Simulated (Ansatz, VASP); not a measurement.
# SiO2: VASP beside Ansatz

One calculation is typed for both programs; each brings its own data sets. How far apart do they land? The cell is taken from a series of runs on this material, whose earlier steps may have relaxed, scaled, displaced or heated it; both programs get it as it stands.

Method: plane waves, with VASP 6.6.1 beside it; zone-centre phonons at PBE, in Ansatz 0.2.0.

## (1) The structure

Symmetry: P3_221, No. 154, trigonal system. The conventional cell has a = 5.022 Å, b = 5.022 Å, c = 5.510 Å, α = 90.00°, β = 90.00°, γ = 120.00°. Nearest to Si lie 4 O at 1.63 Å. O has 2 Si at 1.63 Å nearest. Farther neighbours and most contacts between anions are not listed.

As a file:

```cif
data_structure
_symmetry_space_group_name_H-M 'P3_221'
_symmetry_Int_Tables_number 154
_cell_length_a 5.0215
_cell_length_b 5.0215
_cell_length_c 5.5103
_cell_angle_alpha 90.000
_cell_angle_beta 90.000
_cell_angle_gamma 120.000
_cell_volume 120.33
loop_
_atom_site_label
_atom_site_type_symbol
_atom_site_symmetry_multiplicity
_atom_site_Wyckoff_symbol
_atom_site_fract_x
_atom_site_fract_y
_atom_site_fract_z
_atom_site_occupancy
Si1 Si 3 a 0.47662 0.00000 0.66667 1
O1 O 6 c 0.41447 0.25561 0.79469 1
```

## (2) VASP: zone-centre phonons, PBE

Second derivatives magnify differences that forces hide, and they need a tight electronic threshold.

Lines of VASP's logs that name or quote its potential files are left out, and so is its time.

INCAR

```
SYSTEM = SiO2
PREC = Accurate
ENCUT = 600
EDIFF = 1E-08
NELM = 120
ISMEAR = 0
SIGMA = 0.01
LREAL = .FALSE.
ALGO = Normal
GGA = PE
NBANDS = 33
LORBIT = 11
LWAVE = .FALSE.
LCHARG = .FALSE.
ISIF = 2
IBRION = 8
LEPSILON = .TRUE.
LASPH = .TRUE.
GGA_COMPAT = .FALSE.
EFERMI = MIDGAP
KPAR = 2
```

POSCAR

```
SiO2
1.0
    5.0215495491      0.0000000000      0.0000000000
   -2.5107747746      4.3487894759      0.0000000000
    0.0000000000      0.0000000000      5.5103302823
Si O
3 6
Direct
    0.4766166457      0.0000000000      0.6666666667
    0.0000000000      0.4766166457      0.3333333333
    0.5233833543      0.5233833543      0.0000000000
    0.4144663934      0.2556065856      0.7946851992
    0.7443934144      0.1588598078      0.4613518658
    0.8411401922      0.5855336066      0.1280185325
    0.2556065856      0.4144663934      0.2053148008
    0.1588598078      0.7443934144      0.5386481342
    0.5855336066      0.8411401922      0.8719814675
```

KPOINTS

```
Automatic mesh
0
Gamma
6 6 4
0 0 0
```

PAW data sets: Si and O (PBE family, release 64).

Started as:

```bash
mpirun -np 2 vasp_std
```

Numbers of over 12 decimals in the logs are rounded to 6 here.

What it wrote:

```text
[banner, memory and clock lines left out]
running    2 mpi-ranks, on    1 nodes
 distrk:  each k-point on    1 cores,    2 groups
 distr:  one band on    1 cores,    1 groups

 POSCAR found type information on POSCAR SiO
 POSCAR found :  2 types and       9 ions
 LDA part: xc-table for (Slater+PW92), standard interpolation
 POSCAR, INCAR and KPOINTS ok, starting setup
 FFT: planning ... GRIDC
 FFT: planning ... GRID_SOFT
 FFT: planning ... GRID
 WAVECAR not read
 entering main loop
       N       E                     dE             d eps       ncg     rms          rms(c)
DAV:   1     0.312702737700E+03    0.31270E+03   -0.26888E+04  1584   0.149E+03
DAV:   2    -0.584449823058E+02   -0.37115E+03   -0.35891E+03  2087   0.324E+02
DAV:   3    -0.803282677172E+02   -0.21883E+02   -0.21781E+02  2016   0.829E+01
DAV:   4    -0.805820066065E+02   -0.25374E+00   -0.25349E+00  2008   0.998E+00
DAV:   5    -0.805859005717E+02   -0.38940E-02   -0.38927E-02  2000   0.122E+00    0.248E+01
DAV:   6    -0.711330895540E+02    0.94528E+01   -0.36617E+01  1863   0.323E+01    0.117E+01
DAV:   7    -0.711537263830E+02   -0.20637E-01   -0.96603E-01  1952   0.492E+00    0.432E+00
DAV:   8    -0.711546065536E+02   -0.88017E-03   -0.43831E-02  1975   0.163E+00    0.165E+00
DAV:   9    -0.711668437762E+02   -0.12237E-01   -0.25173E-02  1872   0.117E+00    0.344E-01
DAV:  10    -0.711686086783E+02   -0.17649E-02   -0.37969E-03  1960   0.331E-01    0.106E-01
DAV:  11    -0.711685194388E+02    0.89239E-04   -0.10583E-03  1984   0.190E-01    0.165E-02
DAV:  12    -0.711685282050E+02   -0.87662E-05   -0.27247E-05  1944   0.307E-02    0.168E-02
DAV:  13    -0.711685305198E+02   -0.23148E-05   -0.13014E-05  1928   0.200E-02    0.360E-03
DAV:  14    -0.711685311301E+02   -0.61027E-06   -0.54623E-07  1936   0.432E-03    0.745E-04
DAV:  15    -0.711685311303E+02   -0.24829E-09   -0.30899E-08  1688   0.102E-03
   1 F= -.71168531E+02 E0= -.71168531E+02  d E =0.000000E+00
 Linear response reoptimize wavefunctions to high precision
DAV:   1    -0.711685311261E+02    0.42010E-08   -0.93412E-09  1648   0.565E-04
DAV:   2    -0.711685311262E+02   -0.68212E-10   -0.61562E-10  1376   0.140E-04
 Linear response G [H, r] |phi>, progress :
  Direction:   1
       N       E                     dE             d eps       ncg     rms
RMM:   1    -0.181438065280E+03   -0.18144E+03    0.19090E+02  3571   0.972E+01
RMM:   2    -0.172750249323E+03    0.86878E+01   -0.99592E+00  2744   0.180E+01
RMM:   3    -0.172840568210E+03   -0.90319E-01   -0.15906E-01  2866   0.213E+00
RMM:   4    -0.172844794052E+03   -0.42258E-02   -0.18966E-03  2982   0.348E-01
RMM:   5    -0.172845112037E+03   -0.31799E-03    0.28098E-04  3004   0.685E-02
RMM:   6    -0.172845159758E+03   -0.47721E-04    0.24587E-05  3026   0.247E-02
RMM:   7    -0.172845169242E+03   -0.94835E-05   -0.60744E-05  3040   0.188E-02
RMM:   8    -0.172845170439E+03   -0.11971E-05   -0.63829E-05  3041   0.181E-02
RMM:   9    -0.172845170796E+03   -0.35654E-06   -0.61710E-05  3040   0.181E-02
RMM:  10    -0.172845170476E+03    0.31931E-06   -0.40184E-05  3056   0.181E-02
 Linear response G [H, r] |phi>, progress :
  Direction:   2
       N       E                     dE             d eps       ncg     rms
RMM:   1    -0.180275567658E+03   -0.18028E+03    0.19659E+02  3553   0.970E+01
RMM:   2    -0.172763218827E+03    0.75123E+01   -0.97610E+00  2747   0.179E+01
RMM:   3    -0.172854273984E+03   -0.91055E-01   -0.15313E-01  2851   0.210E+00
RMM:   4    -0.172858372075E+03   -0.40981E-02   -0.20276E-03  2995   0.350E-01
RMM:   5    -0.172858691620E+03   -0.31954E-03    0.26223E-04  3011   0.675E-02
RMM:   6    -0.172858738532E+03   -0.46912E-04    0.34595E-06  3035   0.244E-02
RMM:   7    -0.172858747450E+03   -0.89182E-05   -0.82029E-05  3050   0.188E-02
RMM:   8    -0.172858748967E+03   -0.15171E-05   -0.94952E-05  3045   0.182E-02
RMM:   9    -0.172858749321E+03   -0.35420E-06   -0.96802E-05  3051   0.181E-02
RMM:  10    -0.172858749294E+03    0.26561E-07   -0.56428E-05  3062   0.181E-02
 Linear response G [H, r] |phi>, progress :
  Direction:   3
       N       E                     dE             d eps       ncg     rms
RMM:   1    -0.180325419289E+03   -0.18033E+03    0.19540E+02  3551   0.968E+01
RMM:   2    -0.172729451482E+03    0.75960E+01   -0.99826E+00  2729   0.181E+01
RMM:   3    -0.172819910594E+03   -0.90459E-01   -0.18663E-01  2843   0.214E+00
RMM:   4    -0.172822185326E+03   -0.22747E-02   -0.75792E-03  2977   0.355E-01
RMM:   5    -0.172822117504E+03    0.67822E-04   -0.10762E-03  2999   0.683E-02
RMM:   6    -0.172822077597E+03    0.39907E-04   -0.44660E-04  3026   0.246E-02
RMM:   7    -0.172822072286E+03    0.53116E-05   -0.38497E-04  3031   0.187E-02
RMM:   8    -0.172822070720E+03    0.15660E-05   -0.37666E-04  3036   0.181E-02
RMM:   9    -0.172822070622E+03    0.97823E-07   -0.35238E-04  3033   0.180E-02
RMM:  10    -0.172822071524E+03   -0.90170E-06   -0.29219E-04  3048   0.180E-02
[...]
Born effective charge ion    1 direction 1 :   2.989   0.000   0.000
 Linear response progress:
  Degree of freedom:   2/  6
       N       E                     dE             d eps       ncg     rms          rms(c)
RMM:   1    -0.471242787955E-01   -0.47124E-01   -0.34365E-02 14949   0.153E+00
[...]
RMM:  15    -0.241075820067E-01   -0.15117E-07    0.23701E-06 10139   0.158E-04    0.668E-07
RMM:  16    -0.241076440408E-01   -0.62034E-07    0.15843E-06 10385   0.157E-04    0.333E-07
RMM:  17    -0.241076744749E-01   -0.30434E-07    0.12781E-06 10588   0.156E-04    0.277E-07
RMM:  18    -0.241076456933E-01    0.28782E-07    0.16195E-06 10812   0.156E-04    0.115E-07
RMM:  19    -0.241076558400E-01   -0.10147E-07    0.15588E-06 10991   0.155E-04    0.101E-07
RMM:  20    -0.241076564023E-01   -0.56236E-09    0.14648E-06 11161   0.155E-04    0.654E-08
 first order change of Fermi-energy   0.99245E-05
 force on displaced ion       1 direction 3 :   0.002  -0.911 -45.780
 Born effective charge ion    1 direction 3 :   0.000  -0.266   3.447
 Linear response progress:
  Degree of freedom:   4/  6
       N       E                     dE             d eps       ncg     rms          rms(c)
RMM:   1    -0.378164635451E+00   -0.37816E+00    0.31186E-01  9979   0.312E+00
RMM:   2    -0.370495079100E+00    0.76696E-02   -0.83848E-03  8404   0.462E-01    0.241E-01
RMM:   3    -0.371663221479E+00   -0.11681E-02   -0.18663E-03  8899   0.197E-01    0.125E-01
RMM:   4    -0.373387532800E+00   -0.17243E-02   -0.73760E-04  8101   0.130E-01    0.361E-02
RMM:   5    -0.373753909957E+00   -0.36638E-03   -0.86128E-05  9368   0.379E-02    0.155E-02
RMM:   6    -0.373644042861E+00    0.10987E-03   -0.12589E-05  9210   0.163E-02    0.361E-03
RMM:   7    -0.373695246741E+00   -0.51204E-04   -0.12204E-06  9431   0.483E-03    0.128E-03
RMM:   8    -0.373695533131E+00   -0.28639E-06   -0.13669E-07  9428   0.168E-03    0.441E-04
RMM:   9    -0.373693139163E+00    0.23940E-05    0.96550E-08  9393   0.775E-04    0.179E-04
RMM:  10    -0.373693225732E+00   -0.86570E-07    0.24823E-08  9493   0.601E-04    0.695E-05
RMM:  11    -0.373693165549E+00    0.60184E-07    0.13373E-07  9567   0.513E-04    0.190E-05
RMM:  12    -0.373693224275E+00   -0.58726E-07    0.16104E-07  9868   0.481E-04    0.807E-06
RMM:  13    -0.373693211696E+00    0.12579E-07    0.92309E-08 10051   0.471E-04    0.289E-06
RMM:  14    -0.373693234633E+00   -0.22937E-07    0.12953E-07 10319   0.467E-04    0.232E-06
RMM:  15    -0.373693222667E+00    0.11966E-07    0.12695E-07 10542   0.465E-04    0.592E-07
RMM:  16    -0.373693222717E+00   -0.49833E-10    0.91658E-08 10734   0.464E-04    0.392E-07
 first order change of Fermi-energy   0.24223E+00
 force on displaced ion       4 direction 1 : -14.610  12.642   8.703
 Born effective charge ion    4 direction 1 :  -1.320   0.494   0.325
 Linear response progress:
  Degree of freedom:   5/  6
       N       E                     dE             d eps       ncg     rms          rms(c)
RMM:   1    -0.380005217816E+00   -0.38001E+00    0.42025E-01  9756   0.321E+00
RMM:   2    -0.373670378580E+00    0.63348E-02   -0.97849E-03  8496   0.503E-01    0.313E-01
RMM:   3    -0.374410952517E+00   -0.74057E-03   -0.21679E-03  8089   0.220E-01    0.172E-01
RMM:   4    -0.376704254021E+00   -0.22933E-02   -0.24814E-03  9167   0.199E-01    0.511E-02
RMM:   5    -0.376518201849E+00    0.18605E-03   -0.12471E-04  9112   0.503E-02    0.116E-02
RMM:   6    -0.376660816553E+00   -0.14261E-03   -0.17366E-05  9478   0.164E-02    0.333E-03
RMM:   7    -0.376635723962E+00    0.25093E-04   -0.48883E-07  9473   0.374E-03    0.101E-03
RMM:   8    -0.376642064533E+00   -0.63406E-05    0.20425E-08  9506   0.119E-03    0.398E-04
RMM:   9    -0.376640654069E+00    0.14105E-05    0.57829E-08  9470   0.733E-04    0.169E-04
RMM:  10    -0.376641985402E+00   -0.13313E-05   -0.12466E-08  9591   0.544E-04    0.292E-05
RMM:  11    -0.376641829739E+00    0.15566E-06    0.12419E-07  9589   0.484E-04    0.144E-05
RMM:  12    -0.376642044030E+00   -0.21429E-06    0.12974E-07  9763   0.475E-04    0.346E-06
RMM:  13    -0.376642031313E+00    0.12716E-07    0.19091E-07  9991   0.468E-04    0.264E-06
RMM:  14    -0.376642031861E+00   -0.54806E-09    0.63623E-08 10157   0.464E-04    0.712E-07
 first order change of Fermi-energy   0.43481E-01
 force on displaced ion       4 direction 2 :  12.639 -31.812 -22.136
 Born effective charge ion    4 direction 2 :   0.540  -2.019  -0.777
 Linear response progress:
  Degree of freedom:   6/  6
       N       E                     dE             d eps       ncg     rms          rms(c)
RMM:   1    -0.381335010251E+00   -0.38134E+00    0.36105E-01  9754   0.316E+00
RMM:   2    -0.374185775742E+00    0.71492E-02   -0.90242E-03  8431   0.484E-01    0.277E-01
RMM:   3    -0.375052468540E+00   -0.86669E-03   -0.19297E-03  8343   0.206E-01    0.150E-01
RMM:   4    -0.377096442065E+00   -0.20440E-02   -0.17916E-03  8911   0.176E-01    0.430E-02
RMM:   5    -0.377111577309E+00   -0.15135E-04   -0.55636E-05  9325   0.351E-02    0.142E-02
RMM:   6    -0.377112760211E+00   -0.11829E-05   -0.46445E-06  9463   0.830E-03    0.292E-03
RMM:   7    -0.377103591010E+00    0.91692E-05   -0.37744E-07  9430   0.203E-03    0.119E-03
RMM:   8    -0.377098997653E+00    0.45934E-05   -0.58742E-07  9410   0.121E-03    0.364E-04
RMM:   9    -0.377098404767E+00    0.59289E-06   -0.55382E-07  9455   0.683E-04    0.118E-04
RMM:  10    -0.377099210021E+00   -0.80525E-06   -0.48650E-07  9485   0.566E-04    0.325E-05
RMM:  11    -0.377098982602E+00    0.22742E-06   -0.34951E-07  9661   0.496E-04    0.167E-05
RMM:  12    -0.377099100465E+00   -0.11786E-06   -0.51893E-07  9790   0.484E-04    0.578E-06
RMM:  13    -0.377099037416E+00    0.63049E-07   -0.60761E-07 10078   0.477E-04    0.290E-06
RMM:  14    -0.377099056763E+00   -0.19347E-07   -0.50449E-07 10254   0.473E-04    0.137E-06
RMM:  15    -0.377099042397E+00    0.14366E-07   -0.57702E-07 10509   0.470E-04    0.589E-07
RMM:  16    -0.377099045233E+00   -0.28366E-08   -0.54479E-07 10712   0.469E-04    0.394E-07
RMM:  17    -0.377099042699E+00    0.25346E-08   -0.53376E-07 10940   0.467E-04    0.272E-07
RMM:  18    -0.377099043434E+00   -0.73511E-09   -0.59049E-07 11090   0.466E-04    0.309E-07
RMM:  19    -0.377099043542E+00   -0.10851E-09   -0.57872E-07 11287   0.466E-04    0.142E-07
RMM:  20    -0.377099044331E+00   -0.78870E-09   -0.58916E-07 11415   0.465E-04    0.162E-07
RMM:  21    -0.377099044161E+00    0.17024E-09   -0.61756E-07 11572   0.465E-04    0.713E-08
 first order change of Fermi-energy   0.79334E-01
 force on displaced ion       4 direction 3 :   8.707 -22.133 -23.859
 Born effective charge ion    4 direction 3 :   0.373  -0.744  -1.724
 Born effective charges drift removed
 Linear response finished
```

[end of part 1 of 3]

[Lines on the potential files, build, host, timing and source positions are cut from VASP's logs without a mark.]

[Logs are printed without paths, hosts, clocks, repeated set-up lines and the standing remarks that a program may print on its own settings, such as how far it seeks lower states.]

[Hosts, paths, dates, database ids (printed as entryN), source tags and the programs' standing remarks are cut or masked in the printed files.]
